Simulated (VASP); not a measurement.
Consider the following.

```
CELL_PARAMETERS angstrom
      2.81403     0.00000     0.00000
      0.00000     2.81403     0.00000
      0.00000     0.00000     2.81403
ATOMIC_POSITIONS crystal
  Se 0.00000 0.00000 0.00000
```

Level of theory: r2SCAN meta-GGA, VASP's PBE PAW potentials (set 64) (plane waves; VASP). Settings: 400 eV cut-off, 14×14×14 Γ-centred mesh, tetrahedra with Blöchl corrections, potentials Se.

Tabulate the total density of states (states/eV per cell) against energy (eV; zero at the valence-band maximum or, without a gap, the Fermi level).

```tsv
E (eV)	DOS (states/eV)
-9.98	0.00
-9.86	0.00
-9.62	0.00
-9.50	0.00
-9.26	0.00
-9.14	0.00
-8.90	0.00
-8.78	0.00
-8.66	0.00
-8.42	0.00
-8.30	0.00
-8.06	0.00
-7.94	0.00
-7.82	0.00
-7.58	0.00
-7.46	0.00
-7.22	0.07
-7.10	0.13
-6.86	0.22
-6.74	0.25
-6.62	0.28
-6.38	0.34
-6.26	0.37
-6.02	0.44
-5.90	0.48
-5.78	0.52
-5.54	0.64
-5.42	0.77
-5.18	0.78
-5.06	0.81
-4.82	0.80
-4.70	0.78
-4.58	0.76
-4.34	0.76
-4.22	0.78
-3.98	0.76
-3.86	0.76
-3.74	0.75
-3.50	0.63
-3.38	0.63
-3.14	0.63
-3.02	0.57
-2.78	0.55
-2.66	0.57
-2.54	0.60
-2.30	0.51
-2.18	0.51
-1.94	0.51
-1.82	0.53
-1.70	0.52
-1.46	0.51
-1.34	0.49
-1.10	0.48
-0.98	0.51
-0.74	0.48
-0.62	0.49
-0.50	0.53
-0.26	0.49
-0.14	0.50
0.10	0.48
0.22	0.48
0.34	0.49
0.58	0.50
0.70	0.54
0.94	0.55
1.06	0.57
1.30	0.60
1.42	0.62
1.54	0.66
1.78	0.64
1.90	0.63
2.14	0.64
2.26	0.64
2.38	0.63
2.62	0.60
2.74	0.57
2.98	0.49
3.10	0.38
3.34	0.30
3.46	0.30
```
Within 2 eV below the Fermi level the largest weight inside VASP's projection spheres is Se p.

The structure comes from a computed database's Se entry (Pm-3m); how it stands against other phases isn't given here. It was relaxed first.
